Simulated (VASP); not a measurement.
Given:

```xyz
4
Lattice="4.2636 2.1318 2.1318 2.1318 4.2636 2.1318 2.1318 2.1318 4.2636" Properties=species:S:1:pos:R:3 pbc="T T T"
Ni     0.0000     0.0000     0.0000
Ni     4.2636     4.2636     4.2636
O      2.1318     2.1318     2.1318
O      6.3954     6.3954     6.3954
```
Starting moments (μB, in the order of the record's atoms Ni Ni O O): 2.0 -2.0 0.0 0.0.

Computed with PBE GGA, VASP's PBE PAW potentials (set 64) (plane waves; VASP). Settings: 520 eV cut-off, 8×8×8 Γ-centred mesh, Gaussian smearing of 0.050 eV, potentials Ni O.

Question: Give the stress tensor in GPa (positive for a compressed cell).

Answer: 
```
-8.87  -0.19  -0.19
-0.19  -8.87  -0.19
-0.19  -0.19  -8.87
```
The pressure is its mean diagonal, -8.87 GPa.

The compound is NiO in the rock salt, AFM-II order structure. The cell was not relaxed at this level.
